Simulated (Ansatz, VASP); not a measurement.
**Cross-check of GaSbP2 between VASP and Ansatz**

Aim: how closely do two programs agree when they are given the same cell, functional and k mesh? The cell is invented: As first built, before any earlier steps moved the atoms or strained the cell (in the runner's words): it takes the InGaP2 structure with some of its atoms replaced by other elements, volume scaled by an estimate. It may not be a known or stable phase. The cell is taken from a series of runs on this material, whose earlier steps may have relaxed, scaled, displaced or heated it; both programs get it as it stands. Valence electrons are named where the data sets of a main pair hold unlike numbers.

Main program and level: Ansatz 0.2.0; plane waves, with VASP 6.6.1 beside it; LDA.

**1. Set-up**

Symmetry: R3m, No. 160, trigonal system. Conventional cell: a = 3.786 Å, b = 3.786 Å, c = 23.461 Å, α = 90.00°, β = 90.00°, γ = 120.00°. Nearest to Sb lie 3 P at 2.60 Å. Nearest to Ga lie 4 P at 2.29 to 2.43 Å. P has 1 Ga at 2.43 Å and 3 Sb at 2.60 Å nearest. Nearest to P lie 3 Ga at 2.29 Å. As first built, before any earlier steps moved the atoms or strained the cell (in the runner's words): sites of the InGaP2 structure (space group 160) filled with other elements, volume scaled by an estimate. Farther neighbours are not listed.

**2. Ansatz: electric field gradients, LDA**

Ansatz runs on its default PAW (the set named soft_2) files.

Field gradients test the density near the nuclei, where the PAW reconstruction matters most.

The input, input.yaml:

```yaml
crystal:
  lattice:
    - [1.8931417485, 1.093006081, 7.8202633903]
    - [-1.8931417485, 1.093006081, 7.8202633903]
    - [0.0, -2.1860121621, 7.8202633903]
  atoms:
    - { symbol: Sb, position: [0.5005274243, 0.5005274243, 0.5005274243] }
    - { symbol: Ga, position: [0.997102032, 0.997102032, 0.997102032] }
    - { symbol: P, position: [0.8934903115, 0.8934903115, 0.8934903115] }
    - { symbol: P, position: [0.3588812323, 0.3588812323, 0.3588812323] }
hamiltonian:
  xc: lda
  pseudopotentials: { kind: paw }
kpoints:
  mp_grid: { grid: [7, 7, 7] }
scf:
  occupations: { method: fermi_dirac, width: 0.05 }
  n_extra_bands: 5
output:
  forces: true
  stress: true
  eigenvalues: true
  efg: {}
```

The run is started by

```
$ ansatz run input.yaml --threads 2 --pin off --max-ram 4608MiB --backend cpu --events-out ev --progress --plain --runs-dir out
```

Numbers of over 12 decimals in the logs are rounded to 6 here.

What it wrote:

```text
basis.fft_grid_basis auto: the FFT boxes are laid along the combinations [[1, 0, -1], [0, 1, -1], [0, 0, 1]] of the cell's own vectors, 3.786, 3.786 and 8.120 Å long. The dense box has 27×27×60 points. Along the cell's own vectors, as sized, it would have 60×60×60, 4.94 times as many. Of the 6 symmetry operations that the crystal satisfies within crystal.symmetry.tolerance (time reversal apart; of a slab, those that  [...]
scf.n_extra_bands = 5 over 19 filled bands (N_el = 38.0): the run solves 24 bands
Sb: output.efg is read without spin–orbit coupling, which moves field gradients at and beside such atoms by some per cent and up to a factor of two; PAW files take it under magnetization.noncollinear and magnetization.spin_orbit
Engine: ansatz 0.2.0, aarch64-unknown-linux-gnu
Pseudopotentials: kind: paw
Pseudopotential: Sb, paw, valence charge 15, recommended cutoff 420 eV (normal), Sb.paw.azcp
Pseudopotential: Ga, paw, valence charge 13, recommended cutoff 420 eV (normal), Ga.paw.azcp
Pseudopotential: P, paw, valence charge 5, recommended cutoff 420 eV (normal), P.paw.azcp
Functional definition: SPW92
  exchange = slater_x
  correlation = pw_c
Crystal: 4 atoms, lattice volume = 97.091 Å³
Basis set: ecut = 420 eV, 1929 PW (Γ), FFT grids on a1−a3, a2−a3, a3
Bands: 24, of which v1, the nominal top of the filled ones, is band 19 counted from 1 (18 counted from 0)
Symmetry: 6 space group operations
Space group: R3m (ITA 160), of the structure as read, at distance tolerance 4.6e-5 Å
k-points: 44 of 343 (time reversal used)
Non-local potential: Sb, projectors of the file, l = 0: 2, l = 1: 2, l = 2: 2, l = 3: 2
Non-local potential: Ga, projectors of the file, l = 0: 2, l = 1: 2, l = 2: 3, l = 3: 1
Non-local potential: P, projectors of the file, l = 0: 2, l = 1: 2, l = 2: 2
PAW form: soft (Blöchl's): semilocal exchange-correlation on the pseudo side does not see the compensation charge
PAW frozen core: Sb, regenerated for the run's functional, and the local potential with it (the file was generated under x = pbe(κ = 0.804, μ = 0.219515), c = pbe(β = 0.066725))
PAW frozen core: Ga, regenerated for the run's functional, and the local potential with it (the file was generated under x = pbe(κ = 0.804, μ = 0.219515), c = pbe(β = 0.066725))
PAW frozen core: P, regenerated for the run's functional, and the local potential with it (the file was generated under x = pbe(κ = 0.804, μ = 0.219515), c = pbe(β = 0.066725))
PAW one-centre angular grid: Sb, 590 points (default); XC on 64 Gauss nodes
PAW one-centre angular grid: Ga, 590 points (default); XC on 64 Gauss nodes
PAW one-centre angular grid: P, 110 points (default); XC on 64 Gauss nodes
Initial density: superposition of atomic densities (neutral atoms: chi_scale 0, normalization atom), corrected by the library's trained network
Initial wavefunctions: pseudopotential atomic-orbital guess
Functional: x = slater, c = lda
SCF iter   1: F=—  HF=-11494.475300 eV  |F-HF|=—  |Δ(HF+E_count)|=         —  Δρ=6.64e-3  dr2=6.77e-2  ethr=1.77e-3  ⟨swp⟩=7.3  Hψ=5659  notcnv=0
preconditioner: auto → LDOS  [metal: Δε(μ)=0.049 eV  Ē_g=11.628 eV  σ=0.050 eV  W_gap=0.24  n_scr=22 (ndim 8)  ℏωp=19.9 eV  f_vac=0.029  D(μ)=0.91/eV (n_scr^D=2)  β→1.0]
SCF iter   2: F=—  HF=-11494.456087 eV  |F-HF|=—  |Δ(HF+E_count)|=   1.92e-2  Δρ=2.63e-3  dr2=1.19e-2  ethr=1.78e-4  ⟨swp⟩=4.0  Hψ=2676  notcnv=0  defer=1
SCF iter   3: F=—  HF=-11494.452349 eV  |F-HF|=—  |Δ(HF+E_count)|=   3.74e-3  Δρ=3.98e-4  dr2=2.34e-4  ethr=3.12e-5  ⟨swp⟩=2.0  Hψ=1613  notcnv=0  defer=1
SCF iter   4: F=—  HF=-11494.452318 eV  |F-HF|=—  |Δ(HF+E_count)|=   3.16e-5  Δρ=2.05e-4  dr2=6.91e-5  ethr=6.15e-7  ⟨swp⟩=2.2  Hψ=1704  notcnv=0  defer=1
SCF iter   5: F=—  HF=-11494.452288 eV  |F-HF|=—  |Δ(HF+E_count)|=   2.97e-5  Δρ=3.82e-5  dr2=1.28e-6  ethr=1.82e-7  ⟨swp⟩=2.0  Hψ=1674  notcnv=0  defer=1
SCF iter   6: F=—  HF=-11494.452288 eV  |F-HF|=—  |Δ(HF+E_count)|=   2.77e-7  Δρ=1.45e-5  dr2=2.27e-7  ethr=2.63e-10  ⟨swp⟩=8.7  Hψ=5571  notcnv=0
SCF iter   7: F=-11494.452288 eV  HF=-11494.452288 eV  |F-HF|=8.11e-10  |Δ(HF+E_count)|=   1.05e-8  Δρ=3.35e-6  dr2=1.73e-8  ethr=2.63e-10  ⟨swp⟩=5.0  Hψ=3747  notcnv=0
SCF 1 converged in 7 iterations: F = -11494.452288 eV  dr2 = 1.73e-8
  greatest PAW one-centre occupation: 0.998 electrons in one spin orbital (limit 2), on the Sb atom at site 0 (counted from 0), in its partial waves of l = 2
SCF converged after 7 iterations
Free energy (F): -11494.452288 eV
Harris-Foulkes:  -11494.452288 eV  (|F-HF|=8.11e-10)
Internal energy: -11494.444403 eV  (E = F + TS)
E sigma→0 (E₀):  -11494.448346 eV
Entropy (-TS):   -0.007885 eV (-1.971 meV/atom)
Fermi energy:    7.084999 eV
--- Per-component energies (eV) ---
  E_band       = -275.514706
  E_kinetic    = 464.605876
  E_local      = -4233.436940  (includes V_loc(G=0)·N_el)
  E_nonlocal   = 863.571706
  E_hartree    = 1915.437314
  E_xc         = -328.538103
  E_vxc        = -276.981301  (∫ρ·V_xc dr)
  E_paw        = -7418.668400  (= ΣΔE_a)
  E_vpaw       = -924.148463  (= ΣTr[D̂ρ^β])
  E_aug_tail   = -0.000131  (compensation charges beyond the density's cutoff)
  E_ewald      = -2759.937732
  E_core_change = 2.522006  (= ΣΔE_core)
  E_smearing   = -0.007885  (= −TS)
  E_closure    = 0.000000  (closes the sum)
  Σ components = -11494.452288   (vs F -11494.452288, Δ=0.00e0)
--- Forces (eV/Å), atoms counted from 1 ---
  atom   1  Sb     0.00000000    -0.00000000     0.09161773
  atom   2  Ga     0.00000000     0.00000000    -0.00959374
  atom   3  P     -0.00000000     0.00000000    -0.07916366
  atom   4  P      0.00000000     0.00000000    -0.00281236
  max |Σ_I F_I| component: 4.80e-5 eV/Å
--- Stress (GPa, compression-positive) ---
       -0.116943       0.000000       0.000000
        0.000000      -0.116943       0.000000
        0.000000       0.000000      -0.147116
  P = ⅓ Tr σ = -0.1270 GPa (-1.270 kbar)
--- PAW observables at the nuclei: V_zz in 10²¹ V/m², potentials from the cell's mean, atoms counted from 1 ---
  atom   1  Sb V_zz =    -9.677108   η = 0.0000   by run symmetry: allowed
            electrostatic potential = -8405.500717 V   contact ρ = none
  atom   2  Ga V_zz =   +10.208612   η = 0.0000   by run symmetry: allowed
            electrostatic potential = -4130.481147 V   contact ρ = none
  atom   3  P  V_zz =    -1.003812   η = 0.0000   by run symmetry: allowed
            electrostatic potential = -1493.703021 V   contact ρ = none
  atom   4  P  V_zz =    -0.450845   η = 0.0000   by run symmetry: allowed
            electrostatic potential = -1495.280764 V   contact ρ = none
--- Band table (eV; the first three rows and the last of 44) ---
  k-point 0: bands = [... 15 lower, 5.3579, 5.3579, 6.6264, 6.6264, 8.0695, 9.0392, 9.0392, 9.3186, ... 1 higher]
  k-point 1: bands = [... 15 lower, 4.9544, 5.2729, 5.7289, 6.1952, 8.1088, 9.4704, 9.4777, 10.2002, ... 1 higher]
  k-point 2: bands = [... 15 lower, 4.2857, 4.4551, 5.4861, 6.1787, 7.4113, 9.3518, 9.9026, 9.9481, ... 1 higher]
  k-point 43: bands = [... 15 lower, 4.9591, 5.0170, 6.1795, 7.3960, 8.2887, 9.4203, 9.5255, 10.0724, ... 1 higher]
```

The run ends at a pressure of -0.13 GPa, with forces up to 0.092 eV/Å.

**3. VASP: electric field gradients, LDA**

The same cell, functional (in two slightly different forms), mesh and smearing now go to VASP, with its own data sets.

Lines of VASP's logs that name or quote its potential files are left out, and so is its time.

The input, INCAR:

```
SYSTEM = GaSbP2
PREC = Accurate
ENCUT = 650
EDIFF = 1E-06
NELM = 100
ISMEAR = -1
SIGMA = 0.05
LREAL = .FALSE.
ALGO = Normal
GGA = CA
NBANDS = 25
LORBIT = 11
LWAVE = .FALSE.
LCHARG = .FALSE.
KPAR = 2
ISIF = 2
LEFG = .TRUE.
LASPH = .TRUE.
```

The input, POSCAR:

```
GaSbP2
1.0
    1.8931417485      1.0930060810      7.8202633903
   -1.8931417485      1.0930060810      7.8202633903
    0.0000000000     -2.1860121621      7.8202633903
Sb Ga P
1 1 2
Direct
    0.5005274243      0.5005274243      0.5005274243
    0.9971020320      0.9971020320      0.9971020320
    0.8934903115      0.8934903115      0.8934903115
    0.3588812323      0.3588812323      0.3588812323
```

The input, KPOINTS:

```
Automatic mesh
0
Gamma
7 7 7
0 0 0
```

PAW data sets: Sb_d_GW, Ga_d_GW and P_GW (LDA family, release 64).

The run is started by

```
$ mpirun -np 2 vasp_std
```

What it wrote:

```text
[banner, memory and clock lines left out]
running    2 mpi-ranks, on    1 nodes
 distrk:  each k-point on    1 cores,    2 groups
 distr:  one band on    1 cores,    1 groups

 POSCAR found type information on POSCAR SbGaP
 POSCAR found :  3 types and       4 ions
 LDA part: xc-table for (Slater(with rela. corr.)+CA(PZ))
 , standard interpolation
 POSCAR, INCAR and KPOINTS ok, starting setup
 FFT: planning ... GRIDC
 FFT: planning ... GRID_SOFT
 FFT: planning ... GRID
 WAVECAR not read
 entering main loop
       N       E                     dE             d eps       ncg     rms          rms(c)
DAV:   1     0.343194026000E+03    0.34319E+03   -0.18669E+04  3120   0.142E+04
DAV:   2     0.324430983610E+02   -0.31075E+03   -0.30454E+03  3562   0.143E+03
DAV:   3    -0.169675642095E+02   -0.49411E+02   -0.48556E+02  3850   0.322E+02
DAV:   4    -0.209569002326E+02   -0.39893E+01   -0.39614E+01  3984   0.844E+01
DAV:   5    -0.211703798371E+02   -0.21348E+00   -0.21254E+00  3768   0.164E+01    0.641E+00
DAV:   6    -0.202622815407E+02    0.90810E+00   -0.28059E+00  3952   0.274E+01    0.334E+00
DAV:   7    -0.202016691035E+02    0.60612E-01   -0.76168E-01  3440   0.683E+00    0.165E+00
DAV:   8    -0.201872450598E+02    0.14424E-01   -0.10234E-01  3768   0.440E+00    0.646E-01
DAV:   9    -0.201854713413E+02    0.17737E-02   -0.15316E-02  3776   0.108E+00    0.869E-02
DAV:  10    -0.201854101411E+02    0.61200E-04   -0.18005E-03  3656   0.796E-01    0.524E-02
DAV:  11    -0.201854053176E+02    0.48236E-05   -0.18426E-04  3744   0.153E-01    0.130E-02
DAV:  12    -0.201854040873E+02    0.12303E-05   -0.36978E-05  3424   0.116E-01    0.574E-03
DAV:  13    -0.201854044911E+02   -0.40381E-06   -0.36594E-06  2624   0.173E-02
ion   1
     0.0000000     0.0000000     0.0000001    -0.3574813     0.0000000    -0.0000692
     0.0000576     0.0000000     0.0000001    -0.3574812     0.0000000    -0.0000692
     0.0000793     0.0000000     0.0000001    -0.3574812     0.0000000    -0.0000692
     0.0001092     0.0000000     0.0000001    -0.3574812     0.0000000    -0.0000692
     0.0001504     0.0000000     0.0000001    -0.3574812     0.0000000    -0.0000692

     0.0000000     0.0000000     0.0000005    73.4560940     0.0000000    -0.0012321
     0.0000576     0.0000000     0.0000005    73.4439144     0.0000000    -0.0012321
     0.0000793     0.0000000     0.0000005    73.4376550     0.0000000    -0.0012320
     0.0001092     0.0000000     0.0000005    73.4278311     0.0000000    -0.0012320
     0.0001504     0.0000000     0.0000005    73.4124859     0.0000000    -0.0012319

ion   2
     0.0000000     0.0000000     0.0000000    -1.2179560    -0.0000000    -0.0000419
     0.0000481     0.0000000     0.0000000    -1.2179560    -0.0000000    -0.0000419
     0.0000628     0.0000000     0.0000000    -1.2179560    -0.0000000    -0.0000419
     0.0000820     0.0000000     0.0000000    -1.2179560    -0.0000000    -0.0000419
     0.0001070     0.0000000     0.0000000    -1.2179560    -0.0000000    -0.0000419

     0.0000000     0.0000000     0.0000001   -78.3868967    -0.0000000    -0.0007696
     0.0000481     0.0000000     0.0000001   -78.3842644    -0.0000000    -0.0007696
     0.0000628     0.0000000     0.0000001   -78.3830244    -0.0000000    -0.0007696
     0.0000820     0.0000000     0.0000001   -78.3811514    -0.0000000    -0.0007696
     0.0001070     0.0000000     0.0000001   -78.3783381    -0.0000000    -0.0007696

ion   3
     0.0000000     0.0000000     0.0000000     0.9070626    -0.0000000    -0.0000053
     0.0000365     0.0000000     0.0000000     0.9070626    -0.0000000    -0.0000053
     0.0000503     0.0000000     0.0000000     0.9070626    -0.0000000    -0.0000053
     0.0000692     0.0000000     0.0000000     0.9070626    -0.0000000    -0.0000053
     0.0000953     0.0000000     0.0000000     0.9070626    -0.0000000    -0.0000053

     0.0000000    -0.0000000     0.0000000     8.0963431    -0.0000000    -0.0000752
     0.0000365    -0.0000000     0.0000000     8.0963260    -0.0000000    -0.0000752
     0.0000503    -0.0000000     0.0000000     8.0963155    -0.0000000    -0.0000752
     0.0000692    -0.0000000     0.0000000     8.0962981    -0.0000000    -0.0000752
     0.0000953    -0.0000000     0.0000000     8.0962693    -0.0000000    -0.0000752

ion   4
     0.0000000    -0.0000000     0.0000000    -1.6625367    -0.0000000    -0.0000059
     0.0000365    -0.0000000     0.0000000    -1.6625367    -0.0000000    -0.0000059
     0.0000503    -0.0000000     0.0000000    -1.6625367    -0.0000000    -0.0000059
     0.0000692    -0.0000000     0.0000000    -1.6625367    -0.0000000    -0.0000059
     0.0000953    -0.0000000     0.0000000    -1.6625367    -0.0000000    -0.0000059

     0.0000000    -0.0000000     0.0000000     3.1946042    -0.0000000    -0.0000818
     0.0000365    -0.0000000     0.0000000     3.1945952    -0.0000000    -0.0000818
     0.0000503    -0.0000000     0.0000000     3.1945897    -0.0000000    -0.0000818
     0.0000692    -0.0000000     0.0000000     3.1945808    -0.0000000    -0.0000818
     0.0000953    -0.0000000     0.0000000     3.1945662    -0.0000000    -0.0000818

   1 F= -.20185404E+02 E0= -.20181445E+02  d E =-.791946E-02
```

From OUTCAR (step 3):

```text
ion  position               nearest neighbor table
   1  0.501  0.501  0.501-   3 2.60   3 2.60   3 2.60
   2  0.997  0.997  0.997-   4 2.29   4 2.29   4 2.29   3 2.43
   3  0.893  0.893  0.893-   2 2.43   1 2.60   1 2.60   1 2.60
   4  0.359  0.359  0.359-   2 2.29   2 2.29   2 2.29

  LATTYP: Found a trigonal (rhomboedric) cell.
 ALAT       =     8.1200472577
 COS(alpha) =     0.8912875576

 Subroutine GETGRP returns: Found  6 space group operations
 (whereof  6 operations were pure point group operations)

The static configuration has the point symmetry C_3v.

 Found     44 irreducible k-points:

   k-points           NKPTS =     44   k-points in BZ     NKDIM =     44   number of bands    NBANDS=     25

   dimension x,y,z NGX =    70 NGY =   70 NGZ =   70
   dimension x,y,z NGXF=   140 NGYF=  140 NGZF=  140

   ENCUT  =  650.0 eV  47.77 Ry    6.91 a.u.  16.88 16.88 16.88*2*pi/ulx,y,z

   NELECT =      38.0000    total number of electrons

 k-points in reciprocal lattice and weights: Automatic mesh
   0.00000000  0.00000000  0.00000000       0.003
   0.14285714 -0.00000000 -0.00000000       0.017
   0.28571429 -0.00000000  0.00000000       0.017
   0.42857143 -0.00000000  0.00000000       0.017
   0.14285714  0.14285714 -0.00000000       0.017
   0.28571429  0.14285714  0.00000000       0.035
   0.42857143  0.14285714 -0.00000000       0.035
  -0.42857143  0.14285714  0.00000000       0.035
  -0.28571429  0.14285714 -0.00000000       0.035
[...]
0.42857143  0.42857143  0.42857143       0.006
  -0.42857143  0.42857143  0.42857143       0.017

 average (electrostatic) potential at core
       1 -83.6117       2 -66.9669       3 -76.3682       4 -75.0005

 E-fermi :   4.2518

 k-point     1 :       0.0000    0.0000    0.0000
  band No.  band energies     occupation
    ...
     15       2.4264      2.00000
     16       2.5193      2.00000
     17       2.5193      2.00000
     18       3.7939      1.99979
     19       3.7939      1.99979
     20       5.2412      0.00000
     21       6.2027      0.00000
     22       6.2027      0.00000
     23       6.5042      0.00000
     24       8.7058      0.00000
    ...

 k-point     2 :       0.1429   -0.0000   -0.0000
  band No.  band energies     occupation
    ...
     15       1.3505      2.00000
     16       2.1154      2.00000
     17       2.4401      2.00000
     18       2.8946      2.00000
     19       3.3624      2.00000
     20       5.2772      0.00000
     21       6.6394      0.00000
     22       6.6416      0.00000
     23       7.3768      0.00000
     24       8.7038      0.00000
    ...

 k-point     3 :       0.2857   -0.0000    0.0000
  band No.  band energies     occupation
    ...
     15      -0.2300      2.00000
     16       1.4463      2.00000
     17       1.6219      2.00000
     18       2.6532      2.00000
     19       3.3454      2.00000
     20       4.5791      0.00287
     21       6.5211      0.00000
     22       7.0702      0.00000
     23       7.1122      0.00000
     24       8.7069      0.00000
    ...

  Total       -0.0389980     -0.0389980     -0.0885374      0.0000000      0.0000000      0.0000000
  in kB       -0.6435383     -0.6435385     -1.4610291      0.0000000      0.0000000      0.0000000
  external PRESSURE =      -0.9160353 kB  Pullay stress =       0.0000000 kB

  energy-cutoff  :      650.00
  volume of cell :       97.09
      direct lattice vectors                 reciprocal lattice vectors
     1.893141748  1.093006081  7.820263390     0.264111232  0.152484666  0.042624310
    -1.893141748  1.093006081  7.820263390    -0.264111232  0.152484666  0.042624310
     0.000000000 -2.186012162  7.820263390     0.000000000 -0.304969331  0.042624310

 POSITION                                       TOTAL-FORCE (eV/Angst)
 -----------------------------------------------------------------------------------
      0.00000     -0.00000     11.74277         0.000000     -0.000000      0.074082
      0.00000     -0.00000     23.39280         0.000000      0.000000     -0.014986
      0.00000     -0.00000     20.96199         0.000000      0.000000     -0.072257
      0.00000     -0.00000      8.41964         0.000000     -0.000000      0.013162
 -----------------------------------------------------------------------------------
    total drift:                                0.000000      0.000017     -0.003853

  FREE ENERGIE OF THE ION-ELECTRON SYSTEM (eV)
  ---------------------------------------------------
  free  energy   TOTEN  =       -20.1854044911 eV

  energy  without entropy=      -20.1774850299  energy(sigma->0) =      -20.18144476

 Electric field gradients after diagonalization (V/A^2)
 (convention: |V_zz| > |V_xx| > |V_yy|)
----------------------------------------------------------------------
 ion       V_xx      V_yy      V_zz     asymmetry (V_yy - V_xx)/ V_zz
----------------------------------------------------------------------
   1      46.659    46.656   -93.315       0.000
   2     -48.888   -48.887    97.775       0.000
   3       4.858     4.858    -9.715       0.000
   4       2.768     2.768    -5.536       0.000
----------------------------------------------------------------------

 total charge
# of ion       s       p       d       f       tot
--------------------------------------------------
    1        1.378   1.313  10.024   0.017  12.733
    2        0.886   0.891  10.014   0.000  11.792
    3        1.204   1.549   0.061   0.000   2.815
    4        1.153   1.684   0.045   0.000   2.882
--------------------------------------------------
tot          4.621   5.438  20.145   0.017  30.222

[... 3 further parts left out ...]
```

The k-mesh is coarse for a metal. The atoms bear forces, and field gradients depend strongly on their positions.

(Part 1 of 2 ends here.)

[Lines on the potential files, build, host, timing and source positions are cut from VASP's logs without a mark.]

[Logs are printed without paths, hosts, clocks, repeated set-up lines and the standing remarks that a program may print on its own settings, such as how far it seeks lower states.]

[Hosts, paths, dates, database ids (printed as entryN), source tags and the programs' standing remarks are cut or masked in the printed files.]
